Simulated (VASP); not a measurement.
Output of a VASP run:

### OSZICAR
```
...
RMM:   6    -0.495496941069E+03   -0.31197E-05   -0.45069E-05   484   0.157E-02
   6 F= -.49549694E+03 E0= -.49547804E+03  d E =-.140500E-01  mag=     1.0000
       N       E                     dE             d eps       ncg     rms          rms(c)
DAV:   1    -0.495496969705E+03   -0.31755E-04   -0.32509E-03   768   0.153E-01    0.169E-02
RMM:   2    -0.495496972975E+03   -0.32703E-05   -0.74299E-05   613   0.214E-02    0.782E-03
RMM:   3    -0.495496972812E+03    0.16329E-06   -0.13827E-05   380   0.861E-03    0.401E-03
RMM:   4    -0.495496972929E+03   -0.11782E-06   -0.28072E-06   375   0.360E-03
   7 F= -.49549697E+03 E0= -.49547806E+03  d E =-.140819E-01  mag=     1.0000
       N       E                     dE             d eps       ncg     rms          rms(c)
DAV:   1    -0.495500820332E+03   -0.38475E-02   -0.42866E-01   688   0.177E+00    0.172E-01
RMM:   2    -0.495500962769E+03   -0.14244E-03   -0.68672E-03   640   0.206E-01    0.791E-02
RMM:   3    -0.495500909718E+03    0.53051E-04   -0.14214E-03   645   0.837E-02    0.383E-02
RMM:   4    -0.495500926076E+03   -0.16358E-04   -0.34500E-04   673   0.371E-02    0.180E-02
RMM:   5    -0.495500929306E+03   -0.32302E-05   -0.43084E-05   488   0.156E-02
   8 F= -.49550093E+03 E0= -.49548193E+03  d E =-.395638E-02  mag=     1.0000
       N       E                     dE             d eps       ncg     rms          rms(c)
DAV:   1    -0.495501162775E+03   -0.23670E-03   -0.41716E-02   752   0.551E-01    0.539E-02
RMM:   2    -0.495501179362E+03   -0.16586E-04   -0.69534E-04   640   0.654E-02    0.250E-02
RMM:   3    -0.495501175764E+03    0.35977E-05   -0.14745E-04   646   0.269E-02    0.124E-02
RMM:   4    -0.495501177534E+03   -0.17706E-05   -0.34409E-05   441   0.119E-02
   9 F= -.49550118E+03 E0= -.49548215E+03  d E =-.420461E-02  mag=     1.0000
       N       E                     dE             d eps       ncg     rms          rms(c)
DAV:   1    -0.495502792194E+03   -0.16164E-02   -0.30277E-01   640   0.149E+00    0.135E-01
RMM:   2    -0.495502913997E+03   -0.12180E-03   -0.43236E-03   640   0.161E-01    0.621E-02
RMM:   3    -0.495502873627E+03    0.40370E-04   -0.94153E-04   650   0.657E-02    0.287E-02
RMM:   4    -0.495502884574E+03   -0.10947E-04   -0.22587E-04   679   0.293E-02    0.142E-02
RMM:   5    -0.495502886342E+03   -0.17687E-05   -0.25525E-05   416   0.120E-02
  10 F= -.49550289E+03 E0= -.49548384E+03  d E =-.170881E-02  mag=     1.0000
       N       E                     dE             d eps       ncg     rms          rms(c)
DAV:   1    -0.495502977261E+03   -0.92687E-04   -0.25654E-02   720   0.434E-01    0.398E-02
RMM:   2    -0.495502988632E+03   -0.11371E-04   -0.37981E-04   640   0.478E-02    0.182E-02
RMM:   3    -0.495502986087E+03    0.25451E-05   -0.86344E-05   638   0.197E-02    0.853E-03
RMM:   4    -0.495502986879E+03   -0.79235E-06   -0.16845E-05   394   0.866E-03
  11 F= -.49550299E+03 E0= -.49548394E+03  d E =-.180934E-02  mag=     1.0000
       N       E                     dE             d eps       ncg     rms          rms(c)
DAV:   1    -0.495503432658E+03   -0.44657E-03   -0.88642E-02   656   0.806E-01    0.756E-02
RMM:   2    -0.495503460246E+03   -0.27589E-04   -0.14188E-03   640   0.934E-02    0.361E-02
RMM:   3    -0.495503446776E+03    0.13470E-04   -0.33074E-04   650   0.387E-02    0.171E-02
RMM:   4    -0.495503451660E+03   -0.48836E-05   -0.80327E-05   593   0.172E-02
  12 F= -.49550345E+03 E0= -.49548443E+03  d E =-.464781E-03  mag=     1.0000
```

File OUTCAR:
```
------------------------ aborting loop because EDIFF is reached ----------------------------------------
  FORCE on cell =-STRESS in cart. coord.  units (eV):
  Direction    XX          YY          ZZ          XY          YZ          ZX
  --------------------------------------------------------------------------------------
  Total      -29.6201804    -29.6023915    -29.6039376     -0.2288393      0.5982102     -0.1011366
  in kB      -70.6373103    -70.5948879    -70.5985750     -0.5457291      1.4265936     -0.2411876
  external PRESSURE =     -70.6102577 kB  Pullay stress =       0.0000000 kB
  volume of cell :      671.84
      direct lattice vectors                 reciprocal lattice vectors
     8.758331436  0.000000000  0.000000000     0.114176999  0.000000000  0.000000000
     0.000000000  8.758331436  0.000000000     0.000000000  0.114176999  0.000000000
     0.000000000  0.000000000  8.758331436     0.000000000  0.000000000  0.114176999
  FREE ENERGIE OF THE ION-ELECTRON SYSTEM (eV)
  ---------------------------------------------------
  free  energy   TOTEN  =      -495.5034516601 eV

  energy  without entropy=     -495.4654052819  energy(sigma->0) =     -495.48442847

 total charge

# of ion       s       p       d       tot
------------------------------------------
    1        0.695   0.951   0.000   1.646
    2        0.696   0.958   0.000   1.654
    3        0.696   0.958   0.000   1.654
    4        0.696   0.954   0.000   1.650
    5        0.695   0.951   0.000   1.646
    6        0.696   0.958   0.000   1.654
    7        0.695   0.951   0.000   1.646
    8        0.695   0.951   0.000   1.646
    9        0.697   0.925   0.000   1.623
   10        0.697   0.925   0.000   1.623
   11        0.696   0.958   0.000   1.654
   12        0.697   0.926   0.000   1.623
   13        0.695   0.951   0.000   1.646
   14        0.695   0.951   0.000   1.646
   15        0.696   0.954   0.000   1.649
   16        0.696   0.958   0.000   1.654
   17        0.696   0.958   0.000   1.654
   18        0.696   0.958   0.000   1.654
   19        0.695   0.951   0.000   1.646
   20        0.696   0.958   0.000   1.654
   21        0.697   0.925   0.000   1.623
   22        0.696   0.958   0.000   1.654
   23        0.696   0.954   0.000   1.650
   24        0.696   0.958   0.000   1.654
   25        0.696   0.958   0.000   1.654
   26        0.695   0.951   0.000   1.646
   27        0.696   0.958   0.000   1.654
   28        0.695   0.951   0.000   1.646
   29        0.695   0.951   0.000   1.647
   30        0.695   0.951   0.000   1.646
   31        0.695   0.951   0.000   1.646
   32        0.696   0.954   0.000   1.649
   33        0.832   1.704   0.000   2.536
   34        0.832   1.705   0.000   2.536
   35        0.832   1.705   0.000   2.536
   36        0.831   1.705   0.000   2.536
   37        0.831   1.705   0.000   2.536
   38        0.831   1.705   0.000   2.536
   39        0.831   1.705   0.000   2.536
   40        0.831   1.705   0.000   2.536
   41        0.831   1.705   0.000   2.536
   42        0.831   1.705   0.000   2.537
   43        0.832   1.705   0.000   2.537
   44        0.831   1.705   0.000   2.536
   45        0.831   1.705   0.000   2.536
   46        0.831   1.705   0.000   2.536
   47        0.832   1.707   0.000   2.538
   48        0.832   1.704   0.000   2.536
...
```
(Selected blocks of OUTCAR.)

### POSCAR
```
C31NSi32
1
    8.7583314355     0.0000000000     0.0000000000
    0.0000000000     8.7583314355    -0.0000000000
   -0.0000000000    -0.0000000000     8.7583314355
Si C N
32 31 1
Direct
  0.5000000000   0.0000000000   0.0000000000
  0.7500000000   0.2500000000   0.0000000000
  0.7500000000   0.0000000000   0.2500000000
  0.0000000000   0.0000000000   0.0000000000
  0.2500000000   0.2500000000   0.0000000000
  0.5000000000   0.5000000000   0.0000000000
  0.7500000000   0.7500000000   0.0000000000
  0.2500000000   0.0000000000   0.2500000000
  0.4943630000   0.2545240000   0.2483280000
  0.7493970000   0.5046840000   0.2516320000
  0.5000000000   0.0000000000   0.5000000000
  0.7503080000   0.2470750000   0.4945920000
  0.7500000000   0.0000000000   0.7500000000
  0.0000000000   0.5000000000   0.0000000000
  0.2500000000   0.7500000000   0.0000000000
  0.0000000000   0.2500000000   0.2500000000
  0.2500000000   0.5000000000   0.2500000000
  0.5000000000   0.7500000000   0.2500000000
  0.0000000000   0.0000000000   0.5000000000
  0.2500000000   0.2500000000   0.5000000000
  0.4952420000   0.5010040000   0.5026030000
  0.7500000000   0.7500000000   0.5000000000
  0.2500000000   0.0000000000   0.7500000000
  0.5000000000   0.2500000000   0.7500000000
  0.7500000000   0.5000000000   0.7500000000
  0.0000000000   0.7500000000   0.2500000000
  0.0000000000   0.5000000000   0.5000000000
  0.2500000000   0.7500000000   0.5000000000
  0.0000000000   0.2500000000   0.7500000000
  0.2500000000   0.5000000000   0.7500000000
  0.5000000000   0.7500000000   0.7500000000
  0.0000000000   0.7500000000   0.7500000000
  0.6230690000   0.1199540000   0.1236960000
  0.8698040000   0.3786850000   0.1260540000
  0.8732830000   0.1222160000   0.3693940000
  0.1250000000   0.1250000000   0.1250000000
  0.3773910000   0.3802000000   0.1261690000
  0.6226790000   0.6255120000   0.1303110000
  0.8750000000   0.8750000000   0.1250000000
  0.3727630000   0.1208580000   0.3804490000
  0.8720160000   0.6270220000   0.3741880000
  0.6286910000   0.1265820000   0.6307010000
  0.8771860000   0.3726650000   0.6280960000
  0.8750000000   0.1250000000   0.8750000000
  0.1250000000   0.6250000000   0.1250000000
  0.3750000000   0.8750000000   0.1250000000
  0.1250000000   0.3750000000   0.3750000000
  0.3793210000   0.6273110000   0.3712690000
  0.6250000000   0.8750000000   0.3750000000
  0.1250000000   0.1250000000   0.6250000000
  0.3713450000   0.3739710000   0.6267510000
  0.6198160000   0.6245160000   0.6205750000
  0.8750000000   0.8750000000   0.6250000000
  0.3750000000   0.1250000000   0.8750000000
  0.6250000000   0.3750000000   0.8750000000
  0.8750000000   0.6250000000   0.8750000000
  0.1250000000   0.8750000000   0.3750000000
  0.1250000000   0.6250000000   0.6250000000
  0.3750000000   0.8750000000   0.6250000000
  0.1250000000   0.3750000000   0.8750000000
  0.3750000000   0.6250000000   0.8750000000
  0.6250000000   0.8750000000   0.8750000000
  0.1250000000   0.8750000000   0.8750000000
  0.6298970000   0.3738590000   0.3746380000
```

### Question
Reconstruct the remaining input files.

### Answer
One answer among several that fit: the input of the run itself, PBE GGA, plane waves, VASP's PBE PAW potentials (set 64).

INCAR:
```
SYSTEM = C31NSi32
PREC = Normal
ENCUT = 400
EDIFF = 1E-5
NELM = 100
ALGO = Fast
LREAL = Auto
LASPH = .TRUE.
ISMEAR = 0
SIGMA = 0.05
GGA = PE
LWAVE = .FALSE.
LCHARG = .FALSE.
NELMIN = 4
ISYM = 0
NELECT = 255.0
ISPIN = 2
NUPDOWN = 1
MAGMOM = 64*0.0156
LORBIT = 10
IBRION = 2
ISIF = 2
NSW = 60
EDIFFG = -0.03
```

KPOINTS:
```
Automatic mesh
0
Gamma
1 1 1
0 0 0
```

POTCAR, in this order: Si C N (PBE.64 set). Program: vasp_gam.

At this cut-off the stress carries a Pulay error, which pulls relaxed volumes low. The cell is charged, with a uniform compensating background. The supercell is sampled at Γ alone, which is coarse: total energies, pressure and levels can be off, energies of defects by several tenths of an eV.

The cell is a supercell with a defect, built from SiC (zinc blende): N_C, charge +2.
